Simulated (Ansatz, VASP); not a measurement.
**Cross-check of K4Ca2Si18B10O55 between VASP and Ansatz**

One calculation is typed for both programs; each brings its own data sets. How far apart do they land? The structure shown is frame 103 of Ansatz's trajectory.

Method: plane waves, with VASP 6.6.1 beside it; single point at PBEsol, in Ansatz 0.2.0.

## (1) Starting point

The cell holds 89 atoms: 18 Si, 10 B, 2 Ca, 4 K and 55 O. Its edges and angles: a = 10.949 Å, b = 10.949 Å, c = 10.949 Å, α = 90.0°, β = 90.0°, γ = 90.0°. As first built, before any earlier steps moved the atoms (in the runner's words): 89 atoms (18 Si, 10 B, 2 Ca, 4 K, 55 O) placed at random at 2.26 g/cm^3, melted at 3000 K for 20 ps at fixed volume with the Buckingham and Coulomb pair potential of Guillot and Sator (Geochim. Cosmochim. Acta 71, 1249 (2007)) with the boron terms of Wang et al. (J. Non-Cryst. Solids 498, 294 (2018)). Snapshot at the end of a hold of 10 ps at 1700 K and zero pressure.

## (2) Ansatz: dynamics, PBEsol

Ansatz runs on its default PAW (the set named soft_2) files.

One frame of this run of dynamics is then solved in both programs, so the motion causes no difference.

input.yaml

```yaml
crystal:
  lattice:
    - [10.94944, 0.0, 0.0]
    - [0.0, 10.94944, 0.0]
    - [0.0, 0.0, 10.94944]
  atoms:
    - { symbol: Si, position: [0.70554, 0.9722, 0.4333] }
    - { symbol: Si, position: [0.9573, 0.31186, 0.63532] }
    - { symbol: Si, position: [0.58186, 0.12781, 0.11927] }
    - { symbol: Si, position: [0.33017, 0.74854, 0.92146] }
    - { symbol: Si, position: [0.80607, 0.25341, 0.401] }
    - { symbol: Si, position: [0.22488, 0.4157, 0.27051] }
    - { symbol: Si, position: [0.08489, 0.76612, 0.21301] }
    - { symbol: Si, position: [0.03452, 0.06312, 0.76094] }
    - { symbol: Si, position: [0.1346, 0.43219, 0.8665] }
    - { symbol: Si, position: [0.30724, 0.15125, 0.1875] }
    - { symbol: Si, position: [0.80928, 0.83909, 0.98133] }
    - { symbol: Si, position: [0.74835, 0.35338, 0.06446] }
    - { symbol: Si, position: [0.09372, 0.18014, 0.99855] }
    - { symbol: Si, position: [0.1485, 0.47649, 0.57736] }
    - { symbol: Si, position: [0.42071, 0.88925, 0.48178] }
    - { symbol: Si, position: [0.05206, 0.68263, 0.96704] }
    - { symbol: Si, position: [0.68422, 0.52494, 0.2673] }
    - { symbol: Si, position: [0.32134, 0.07953, 0.68769] }
    - { symbol: B, position: [0.29979, 0.89231, 0.2426] }
    - { symbol: B, position: [0.43057, 0.00412, 0.91535] }
    - { symbol: B, position: [0.07589, 0.74975, 0.48436] }
    - { symbol: B, position: [0.89296, 0.8874, 0.6235] }
    - { symbol: B, position: [0.39481, 0.68706, 0.67884] }
    - { symbol: B, position: [0.9635, 0.30685, 0.19404] }
    - { symbol: B, position: [0.28898, 0.56169, 0.0715] }
    - { symbol: B, position: [0.79434, 0.71188, 0.77241] }
    - { symbol: B, position: [0.82651, 0.46608, 0.82837] }
    - { symbol: B, position: [0.75158, 0.76332, 0.24127] }
    - { symbol: Ca, position: [0.36642, 0.63214, 0.36437] }
    - { symbol: Ca, position: [0.87606, 0.04853, 0.19272] }
    - { symbol: K, position: [0.75449, 0.57931, 0.5682] }
    - { symbol: K, position: [0.47051, 0.35931, 0.87732] }
    - { symbol: K, position: [0.65904, 0.09025, 0.7613] }
    - { symbol: K, position: [0.44489, 0.28776, 0.42713] }
    - { symbol: O, position: [0.03685, 0.55173, 0.89728] }
    - { symbol: O, position: [0.52195, 0.05299, 0.99879] }
    - { symbol: O, position: [0.36813, 0.64828, 0.03354] }
    - { symbol: O, position: [0.72323, 0.13363, 0.42722] }
    - { symbol: O, position: [0.93171, 0.24883, 0.32326] }
    - { symbol: O, position: [0.1914, 0.0274, 0.73294] }
    - { symbol: O, position: [0.26908, 0.53223, 0.19661] }
    - { symbol: O, position: [0.68612, 0.22869, 0.08436] }
    - { symbol: O, position: [0.83166, 0.2993, 0.54984] }
    - { symbol: O, position: [0.56662, 0.9142, 0.47799] }
    - { symbol: O, position: [0.91804, 0.4001, 0.76015] }
    - { symbol: O, position: [0.79432, 0.99056, 0.00156] }
    - { symbol: O, position: [0.03513, 0.08482, 0.90288] }
    - { symbol: O, position: [0.9563, 0.80471, 0.94301] }
    - { symbol: O, position: [0.08517, 0.74168, 0.3596] }
    - { symbol: O, position: [0.22505, 0.81212, 0.1821] }
    - { symbol: O, position: [0.80977, 0.58882, 0.78556] }
    - { symbol: O, position: [0.05662, 0.64659, 0.114] }
    - { symbol: O, position: [0.01433, 0.20528, 0.14125] }
    - { symbol: O, position: [0.65543, 0.46105, 0.13807] }
    - { symbol: O, position: [0.27718, 0.27299, 0.27293] }
    - { symbol: O, position: [0.75337, 0.39142, 0.89528] }
    - { symbol: O, position: [0.27671, 0.0162, 0.24489] }
    - { symbol: O, position: [0.38625, 0.56542, 0.64238] }
    - { symbol: O, position: [0.24455, 0.15822, 0.05245] }
    - { symbol: O, position: [0.54255, 0.54151, 0.32101] }
    - { symbol: O, position: [0.37997, 0.89152, 0.9423] }
    - { symbol: O, position: [0.36967, 0.99869, 0.56688] }
    - { symbol: O, position: [0.15601, 0.46285, 0.71994] }
    - { symbol: O, position: [0.82529, 0.77281, 0.6717] }
    - { symbol: O, position: [0.81216, 0.94818, 0.54333] }
    - { symbol: O, position: [0.40821, 0.71406, 0.80428] }
    - { symbol: O, position: [0.73705, 0.86095, 0.32918] }
    - { symbol: O, position: [0.93165, 0.97228, 0.7138] }
    - { symbol: O, position: [0.97828, 0.85867, 0.17717] }
    - { symbol: O, position: [0.39635, 0.07409, 0.8133] }
    - { symbol: O, position: [0.17959, 0.74944, 0.91986] }
    - { symbol: O, position: [0.07397, 0.39029, 0.22785] }
    - { symbol: O, position: [0.86499, 0.36717, 0.1376] }
    - { symbol: O, position: [0.74642, 0.65068, 0.30801] }
    - { symbol: O, position: [0.75771, 0.40662, 0.35071] }
    - { symbol: O, position: [0.39164, 0.76383, 0.57716] }
    - { symbol: O, position: [0.10618, 0.29353, 0.91616] }
    - { symbol: O, position: [0.00592, 0.83576, 0.55352] }
    - { symbol: O, position: [0.11472, 0.64071, 0.55809] }
    - { symbol: O, position: [0.22458, 0.45661, 0.41886] }
    - { symbol: O, position: [0.74437, 0.75658, 0.10722] }
    - { symbol: O, position: [0.46328, 0.20693, 0.16426] }
    - { symbol: O, position: [0.73647, 0.7843, 0.86807] }
    - { symbol: O, position: [0.24582, 0.48411, 0.97496] }
    - { symbol: O, position: [0.32197, 0.21474, 0.63481] }
    - { symbol: O, position: [0.04085, 0.38285, 0.53511] }
    - { symbol: O, position: [0.62821, 0.0501, 0.22985] }
    - { symbol: O, position: [0.01677, 0.187, 0.68184] }
    - { symbol: O, position: [0.37194, 0.85177, 0.3458] }
kpoints:
  mp_grid: { grid: [1, 1, 1] }
hamiltonian:
  xc: pbesol
scf:
  occupations: { method: fermi_dirac, width: 0.146 }
output:
  forces: true
md:
  timestep: 1.0
  n_steps: 310
  ensemble: nve
  temperature: 300
  initial_velocities: maxwell_boltzmann
  seed: 5053
```

Command:

```bash
ansatz run input.yaml --threads 4 --pin off --max-ram 8192MiB --backend cpu --events-out ev --progress --plain --runs-dir out
```

Numbers of over 12 decimals in the logs are rounded to 6 here.

The log of the run:

```text
Warning: md: disabling space-group detection — thermal motion breaks the input geometry's symmetry, so no spatial operation reduces the k-mesh or symmetrises the density; time reversal is kept, so that k and −k are solved as one point where they differ and the mesh holds both, and exact exchange and, on two spinor components, a DFT+U term hold to it where the run has them: on two components no moment then forms, and  [...]
band count auto-derived: 340 (N_el = 488.0; filled up to band 244; 333 by the electrons, moments and atoms)
Engine: ansatz 0.2.0, aarch64-unknown-linux-gnu
Pseudopotentials: kind: paw
Pseudopotential: Si, paw, valence charge 4, recommended cutoff 420 eV (normal), Si.paw.azcp
Pseudopotential: B, paw, valence charge 3, recommended cutoff 420 eV (normal), B.paw.azcp
Pseudopotential: Ca, paw, valence charge 10, recommended cutoff 420 eV (normal), Ca.paw.azcp
Pseudopotential: K, paw, valence charge 9, recommended cutoff 420 eV (normal), K.paw.azcp
Pseudopotential: O, paw, valence charge 6, recommended cutoff 420 eV (normal), O.paw.azcp
Functional definition: PBEsol
  exchange = pbesol_x
  correlation = pbesol_c
Crystal: 89 atoms, lattice volume = 1312.731 Å³
Basis set: ecut = 420 eV, 25677 PW (Γ), exchange–correlation on 150×150×150 points (8 copies of the dense FFT grid, shifted against one another)
Bands: 340, of which v1, the nominal top of the filled ones, is band 244 counted from 1 (243 counted from 0)
Symmetry: 1 space group operations
k-points: 1
Non-local potential: Si, projectors of the file, l = 0: 2, l = 1: 2, l = 2: 2
Non-local potential: B, projectors of the file, l = 0: 2, l = 1: 2, l = 2: 1
Non-local potential: Ca, projectors of the file, l = 0: 3, l = 1: 2, l = 2: 2
Non-local potential: K, projectors of the file, l = 0: 3, l = 1: 2, l = 2: 2
Non-local potential: O, projectors of the file, l = 0: 2, l = 1: 2, l = 2: 1
PAW form: soft (Blöchl's): semilocal exchange-correlation on the pseudo side does not see the compensation charge
PAW frozen core: Si, regenerated for the run's functional, and the local potential with it (the file was generated under x = pbe(κ = 0.804, μ = 0.219515), c = pbe(β = 0.066725))
PAW frozen core: B, regenerated for the run's functional, and the local potential with it (the file was generated under x = pbe(κ = 0.804, μ = 0.219515), c = pbe(β = 0.066725))
PAW frozen core: Ca, regenerated for the run's functional, and the local potential with it (the file was generated under x = pbe(κ = 0.804, μ = 0.219515), c = pbe(β = 0.066725))
PAW frozen core: K, regenerated for the run's functional, and the local potential with it (the file was generated under x = pbe(κ = 0.804, μ = 0.219515), c = pbe(β = 0.066725))
PAW frozen core: O, regenerated for the run's functional, and the local potential with it (the file was generated under x = pbe(κ = 0.804, μ = 0.219515), c = pbe(β = 0.066725))
PAW one-centre angular grid: Si, 110 points (default); XC on 64 Gauss nodes
PAW one-centre angular grid: B, 110 points (default); XC on 64 Gauss nodes
PAW one-centre angular grid: Ca, 110 points (default); XC on 64 Gauss nodes
PAW one-centre angular grid: K, 110 points (default); XC on 64 Gauss nodes
PAW one-centre angular grid: O, 110 points (default); XC on 64 Gauss nodes
Initial density: superposition of atomic densities (neutral atoms: chi_scale 0, normalization atom), corrected by the library's trained network
Initial wavefunctions: pseudopotential atomic-orbital guess
Functional: x = pbesol(κ = 0.804, μ = 0.123457), c = pbesol(β = 0.046)
SCF iter   1: F=—  HF=-53284.189466 eV  |F-HF|=—  |Δ(HF+E_count)|=         —  Δρ=1.13e-2  dr2=1.36e0  ethr=1.77e-3  ⟨swp⟩=9.0  Hψ=1921  notcnv=0  defer=33
preconditioner: auto → Resta (q_TF=auto, 2.313 Å⁻¹)  ε∞=3.1  [insulator: Δε(μ)=2.109 eV  Ē_g=15.318 eV  σ=0.146 eV  W_gap=1.00  n_scr=256 (ndim 8)  ℏωp=22.4 eV  f_vac=0.203  D(μ)=0.02/eV (n_scr^D=0)  ε∞_Penn≈3.1]
SCF iter   2: F=—  HF=-53283.838310 eV  |F-HF|=—  |Δ(HF+E_count)|=   3.51e-1  Δρ=2.43e-3  dr2=6.04e-2  ethr=2.78e-4  ⟨swp⟩=2.0  Hψ=590  notcnv=0  defer=39
SCF iter   3: F=—  HF=-53283.832274 eV  |F-HF|=—  |Δ(HF+E_count)|=   6.04e-3  Δρ=1.06e-3  dr2=1.75e-2  ethr=1.24e-5  ⟨swp⟩=2.0  Hψ=465  notcnv=0  defer=39
SCF iter   4: F=—  HF=-53283.833804 eV  |F-HF|=—  |Δ(HF+E_count)|=   1.53e-3  Δρ=7.86e-4  dr2=7.97e-3  ethr=3.58e-6  ⟨swp⟩=2.0  Hψ=462  notcnv=0  defer=39
[...]
md step   301: t =   301.00 fs  T =   873.9 K  F+E_penalty+E_count = -53290.37732780 eV  E_kin = 9.940276 eV  conserved = -53280.43705217 eV  (4 SCF iters)
md step   302: t =   302.00 fs  T =   861.5 K  F+E_penalty+E_count = -53290.23341965 eV  E_kin = 9.798932 eV  conserved = -53280.43448780 eV  (4 SCF iters)
md step   303: t =   303.00 fs  T =   860.6 K  F+E_penalty+E_count = -53290.22229582 eV  E_kin = 9.788904 eV  conserved = -53280.43339205 eV  (4 SCF iters)
md step   304: t =   304.00 fs  T =   872.7 K  F+E_penalty+E_count = -53290.36116568 eV  E_kin = 9.927055 eV  conserved = -53280.43411052 eV  (4 SCF iters)
md step   305: t =   305.00 fs  T =   896.9 K  F+E_penalty+E_count = -53290.63912144 eV  E_kin = 10.202687 eV  conserved = -53280.43643428 eV  (4 SCF iters)
md step   306: t =   306.00 fs  T =   930.2 K  F+E_penalty+E_count = -53291.02035808 eV  E_kin = 10.580670 eV  conserved = -53280.43968759 eV  (4 SCF iters)
md step   307: t =   307.00 fs  T =   968.0 K  F+E_penalty+E_count = -53291.45440447 eV  E_kin = 11.011389 eV  conserved = -53280.44301528 eV  (4 SCF iters)
md step   308: t =   308.00 fs  T =  1006.0 K  F+E_penalty+E_count = -53291.88917560 eV  E_kin = 11.443474 eV  conserved = -53280.44570160 eV  (4 SCF iters)
md step   309: t =   309.00 fs  T =  1040.4 K  F+E_penalty+E_count = -53292.28209310 eV  E_kin = 11.834717 eV  conserved = -53280.44737614 eV  (4 SCF iters)
[...]
md step   310: t =   310.00 fs  T =  1068.8 K  F+E_penalty+E_count = -53292.60608421 eV  E_kin = 12.158035 eV  conserved = -53280.44804926 eV  (9 SCF iters)
SCF converged after 9 iterations
Free energy (F): -53292.606084 eV
Harris-Foulkes:  -53292.606084 eV  (|F-HF|=3.24e-8)
Internal energy: -53292.605512 eV  (E = F + TS)
E sigma→0 (E₀):  -53292.605798 eV
Entropy (-TS):   -0.000572 eV (-0.006 meV/atom)
Fermi energy:    4.352690 eV
--- Per-component energies (eV) ---
  E_band       = -3064.896069
  E_kinetic    = 12555.813375
  E_local      = -37501.672153  (includes V_loc(G=0)·N_el)
  E_nonlocal   = 3384.058419
  E_hartree    = 14091.920574
  E_xc         = -6112.184235
  E_vxc        = -7355.609024  (∫ρ·V_xc dr)
  E_paw        = -22876.868360  (= ΣΔE_a)
  E_vpaw       = -2331.470722  (= ΣTr[D̂ρ^β])
  E_aug_tail   = 0.139210  (compensation charges beyond the density's cutoff)
  E_ewald      = -16837.137508
  E_core_change = 3.325165  (= ΣΔE_core)
  E_smearing   = -0.000572  (= −TS)
  E_closure    = -0.000000  (closes the sum)
  Σ components = -53292.606084   (vs F -53292.606084, Δ=0.00e0)
--- Forces (eV/Å), atoms counted from 1 ---
  atom   1  Si    -0.99641026     0.39879931     1.31302555
  atom   2  Si    -1.49833920    -1.06186251    -0.76891733
  atom   3  Si     0.09603392    -0.72665548     0.69968435
  atom   4  Si    -1.41416058     2.44773771     0.93776413
  atom   5  Si    -1.91854271    -0.34983740    -0.38098511
  atom   6  Si     0.52053934     0.35407767     0.07304708
  atom   7  Si     1.30951437    -0.17289457    -2.78327495
  atom   8  Si    -0.88540741    -0.61986233     2.16746443
  atom   9  Si    -1.28861690     2.25687506     3.87016056
  atom  10  Si     2.07729631    -1.09991420     0.28820703
  atom  11  Si    -2.45762686     2.14369773    -0.28587559
  atom  12  Si     1.97704115     1.88889010     0.35218198
  atom  13  Si    -1.53919365    -0.46139240    -2.03265881
  atom  14  Si     0.91341321     2.54026885    -0.94826235
  atom  15  Si     1.17297192     3.69483513     0.07760954
  atom  16  Si     4.49302604     3.04616208     2.60307328
  atom  17  Si    -1.89985324    -0.52122932     1.00632231
  atom  18  Si     2.90326322    -2.28223489    -0.29372307
  atom  19  B     -2.32132369     0.52309954    -0.53474586
  atom  20  B      2.62276637     2.53584445     0.32949002
  atom  21  B     -1.04668776    -0.06132978    -1.50151164
  atom  22  B      2.84332237     1.74260791    -0.73327950
  atom  23  B     -1.82760032    -1.39051689     0.69512098
  atom  24  B     -0.37217104     1.71577237     0.29984374
[...]
atom  82  O     -0.07798003    -0.19643356     0.45974963
  atom  83  O     -0.10642191     0.64409242     1.95031914
  atom  84  O     -0.00096509    -0.65322727    -1.55964178
  atom  85  O      0.80764186     2.24334644     0.20848659
  atom  86  O      1.03839345    -0.18215480    -0.22550148
  atom  87  O     -2.11613988     2.13487531    -2.07365736
  atom  88  O      1.59977150    -1.54757027     0.31914347
  atom  89  O      0.05964750    -0.43198534     0.83531229
  max |Σ_I F_I| component: 6.47e-5 eV/Å
--- MD trajectory: 310 steps, t = 0.0 → 310.0 fs ---
  final state: T = 1068.8 K   F+E_penalty+E_count = -53292.60608421 eV   E_kin = 12.158035 eV
  conserved energy: peak-to-peak 4.470e-2 eV (5.023e-4 eV/atom) over 310.0 fs
```

Reading the cycles: dr2 is the Hartree energy of the density residual (eV), the measure of convergence; HF is the Harris–Foulkes estimate of the energy, which meets the free energy F at convergence.

[end of part 1 of 2]

[Lines on the potential files, build, host, timing and source positions are cut from VASP's logs without a mark.]

[Logs are printed without paths, hosts, clocks, repeated set-up lines and the standing remarks that a program may print on its own settings, such as how far it seeks lower states.]

[Hosts, paths, dates, database ids (printed as entryN), source tags and the programs' standing remarks are cut or masked in the printed files.]
